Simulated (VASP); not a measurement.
An input for Ansatz (written as the equivalent of a VASP run, and not itself run):

Ansatz 0.2 input:
```yaml
crystal:
  lattice:
    - [0.0000000, 3.1880000, 3.1880000]
    - [3.1880000, 0.0000000, 3.1880000]
    - [3.1880000, 3.1880000, 0.0000000]
  atoms:
    - { symbol: Cs, position: [0.0000000, 0.0000000, 0.0000000] }
    - { symbol: H, position: [0.5000000, 0.5000000, 0.5000000] }
kpoints:
  mp_grid: { grid: [7, 7, 7] }
hamiltonian:
  xc: r2scan
  dispersion: rvv10
  pseudopotentials: { kind: paw }
scf:
  occupations: { method: gaussian, width: 0.05 }
  max_iter: 100
relax:
  max_steps: 60
  f_tol: 0.01
  cell: {}
output: { forces: true, stress: true, eigenvalues: true }
```

Problem. Translate this input to VASP (INCAR, KPOINTS, POSCAR, choice of POTCAR).

Solution. Several could match; the one computed here: 
**INCAR**
```
EDIFF=1E-6   # SCF stop (eV)
IBRION=2   # conjugate gradients
LWAVE=.FALSE.
ISIF=3
LREAL=.FALSE.
NSW=60
LCHARG=.FALSE.
METAGGA=R2SCAN
EDIFFG=-0.01   # ionic stop
ALGO=Normal   # blocked Davidson
LMIXTAU=.TRUE.
NELM=100
ISMEAR=0   # Gaussian
CPARAM=0.0093
ENCUT=400   # plane-wave cut-off (eV)
SIGMA=0.05   # width (eV)
LASPH=.TRUE.   # aspherical one-centre terms
LMAXMIX=4   # l cut-off of mixed one-centre charges
BPARAM=11.95
PREC=Accurate
SYSTEM=CsH
LUSE_VDW=.TRUE.
```

File KPOINTS:
```
Automatic mesh
0
Gamma
7 7 7
0 0 0
```

**POSCAR**
```
CsH
1
    0.0000000000     3.1880000000     3.1880000000
    3.1880000000     0.0000000000     3.1880000000
    3.1880000000     3.1880000000     0.0000000000
Cs H
1 1
Direct
  0.0000000000   0.0000000000   0.0000000000
  0.5000000000   0.5000000000   0.5000000000
```

POTCAR, in this order: Cs_sv H (PBE.64 set). Program: vasp_std.

Limits of the translation: each code has its own PAW files, so the cut-off isn't converted (ENCUT is set for VASP's; basis.ecutwfc is left out, and Ansatz then takes the one that its files recommend); Ansatz stops its SCF on the density residual and VASP on the energy change (EDIFF).

The structure comes from a measured CsH entry (Fm-3m) of the Crystallography Open Database, whose conditions weren't checked. This run relaxes it. Symmetry was kept, so distortions that lower it aren't found.
